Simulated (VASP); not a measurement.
```
Ni3Si
1.0
    3.46350     0.00000     0.00000
    0.00000     3.46350     0.00000
    0.00000     0.00000     3.46350
Si Ni
1 3
Direct
  0.00000   0.00000   0.00000
  0.00000   0.50000   0.50000
  0.50000   0.00000   0.50000
  0.50000   0.50000   0.00000
```

All values below come from r2SCAN meta-GGA, VASP's PBE PAW potentials (set 64) (plane waves; VASP). Run with 480 eV cut-off, 8×8×8 Γ-centred mesh, first-order Methfessel-Paxton smearing of 0.10 eV, potentials Si Ni.

Predict the energy per atom (σ→0), band gap (on the k-mesh) with the smallest direct gap where there is one.

```yaml
band gap (on the k-mesh): none (metal, semimetal or under 0.01 eV)
energy per atom (σ→0): -1118.5 kJ/mol of atoms
```

Total energies compare only between runs with the same potentials, cut-off and functional.

The compound is Ni3Si in the L1_2 structure. It was relaxed first. The run is not spin-polarised, so no magnetic state was tried.
